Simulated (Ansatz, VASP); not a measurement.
# H49C25S10N15O22F10: VASP beside Ansatz, part 2 of 2

One calculation is typed for both programs; each brings its own data sets. How far apart do they land? The cell is taken from a series of runs on this material, whose earlier steps may have relaxed, scaled, displaced or heated it; both programs get it as it stands.

VASP 6.6.1 and Ansatz 0.2.0.

So far. Step 2 (VASP: single point, PBE with D3(BJ)): The run ends at a pressure of -0.51 GPa, with forces up to 0.31 eV/Å.

## Step 4: Side by side

Known differences besides the potentials themselves: fixed occupations in Ansatz, narrow Gaussian smearing in VASP; the cutoff is 420 eV in Ansatz and 600 eV in VASP (PREC = Accurate, projectors in real space). Total energies have different zeros and are not compared.

The two programs side by side:

```tsv
quantity	Ansatz	VASP	difference
pressure (GPa)	-0.02	-0.51	+0.49
gap on the k mesh (eV)	4.509	4.506	+0.003
```

Forces on 8 of the 131 atoms, those with the largest forces and the largest differences (eV/Å; atoms numbered as in POSCAR):

```tsv
atom	Ansatz x, y, z	VASP x, y, z
S92	0.005, 0.012, 0.010	-0.047, 0.184, -0.218
S93	0.011, 0.014, 0.000	-0.084, 0.282, -0.018
S95	0.005, 0.012, -0.007	-0.094, 0.243, -0.164
S96	-0.002, -0.014, 0.026	-0.213, 0.070, 0.199
S97	0.003, -0.017, 0.013	-0.158, 0.210, 0.116
O105	-0.002, 0.001, -0.006	0.060, 0.102, 0.265
O111	0.003, -0.004, -0.002	0.105, 0.031, 0.275
O119	0.004, -0.008, -0.006	0.097, -0.262, -0.104
```

The forces differ by 82 meV/Å r.m.s., where the r.m.s. force is 0.007 eV/Å in Ansatz and 0.082 eV/Å in VASP: the atoms lie near their places of rest in Ansatz, so a percentage would say little (all taken over all components). A gap on the mesh is an upper bound, since the band edges may lie between its points.

## Step 5: Results

| Property | Result |
| --- | --- |
| r.m.s. force difference (single point, PBE with D3(BJ)) | 82 meV/Å |

**Reading.** The r.m.s. force difference is 82 meV/Å (single point, PBE with D3(BJ)), beyond the 12 meV/Å picked in this series as the mark of a large difference. What causes the difference of the single point, PBE with D3(BJ) pair stays open here. How closely two codes agree says nothing of how well the functional describes the real material.

[Lines on the potential files, build, host, timing and source positions are cut from VASP's logs without a mark.]

[Logs are printed without paths, hosts, clocks, repeated set-up lines and the standing remarks that a program may print on its own settings, such as how far it seeks lower states.]

[Hosts, paths, dates, database ids (printed as entryN), source tags and the programs' standing remarks are cut or masked in the printed files.]
